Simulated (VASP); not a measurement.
How well do functionals in VASP give the band gap of InP (zinc blende)? (Scalar-relativistic values.)  The mesh is coarse and the basis finite, so the quasiparticle values are not converged.

The measured value is 1.47 eV (as given by Wei Chen et al., Physical Review Materials (2018), doi:10.1103/physrevmaterials.2.073803; zero-point renormalisation of 0.05 eV added back (the table's ZPR column)).

Problem. Order G0W0@PBE (starting cell), PBE-D3(BJ) (own cell), RPBE (own cell), r2SCAN+rVV10 (own cell), revTPSS (own cell) by the size of their error, smallest first.

Solution. G0W0@PBE (starting cell) (1.21, -0.26), r2SCAN+rVV10 (own cell) (1.07, -0.40), revTPSS (own cell) (0.67, -0.80), PBE-D3(BJ) (own cell) (0.63, -0.84), RPBE (own cell) (0.42, -1.05)

Only levels that ran to the end are used. Left out are those held back, those with too coarse a band path, GW runs whose mesh misses a band edge, hybrids' fits of cells that aren't cubic and levels without matching references; a question may draw on a part of the rest.

The compound is InP in the zinc blende structure. Unless said otherwise, spin-orbit coupling is left out, though it shifts the bands of the heavy elements here.
